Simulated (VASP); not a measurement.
These are PBEsol GGA, VASP's PBE PAW potentials (set 64) (plane waves; VASP) values and carry that method's errors.

A VASP calculation is set up with these files.

KPOINTS:
```
K-points
0
gamma
10 10 10
```

File POSCAR:
```
HfV3N4
1
    4.2105790338     0.0000000000     0.0000000000
    0.0000000000     4.2105790338    -0.0000000000
    0.0000000000    -0.0000000000     4.2105790338
V N Hf
3 4 1
Direct
  0.0000000000   0.0000000000   0.0000000000
  0.5000000000   0.5000000000   0.0000000000
  0.5000000000   0.0000000000   0.5000000000
  0.5000000000   0.5000000000   0.5000000000
  0.0000000000   0.0000000000   0.5000000000
  0.0000000000   0.5000000000   0.0000000000
  0.5000000000   0.0000000000   0.0000000000
  0.0000000000   0.5000000000   0.5000000000
```

INCAR:
```
! general
SYSTEM  = HfV3N4
PREC    = Accurate
ENCUT   = 520
LREAL   = .False.   ! projection in real space or not
LASPH   = .True.   ! aspherical one-centre terms

! electronic loop
EDIFF   = 1E-7   ! SCF stop (eV)
NELM    = 100
ALGO    = Normal   ! blocked Davidson
LMAXMIX = 6   ! l cut-off of mixed one-centre charges

! smearing
ISMEAR  = -5   ! tetrahedra, Bloechl

! functional
GGA     = PS   ! PBEsol

! ions
ISIF    = 2   ! forces and stress, cell fixed

! output
LWAVE   = .False.
LCHARG  = .True.
LORBIT  = 11
NEDOS   = 601
```

POTCAR, in this order: V_sv N Hf_pv (PBE.64 set). Program: vasp_std.

**Question.** What will the output report for the number of irreducible k-points (NKPTS), number of bands (NBANDS), largest plane-wave count, number of space-group operations, FFT grid (NGX, NGY, NGZ)?

**Answer.** 
```yaml
number of irreducible k-points (NKPTS): 56
number of bands (NBANDS): 41
largest_plane_wave_count: 2040
number_of_space_group_operations: 48
FFT grid (NGX, NGY, NGZ): 32 × 32 × 32
```

The structure was generated: HfV3N4 was put into an ordered model structure (Pm-3m), which need not be its known phase. It was relaxed first. The run is not spin-polarised, so no magnetic state was tried. The electron count is odd and the run is not spin-polarised, which forces a metal.
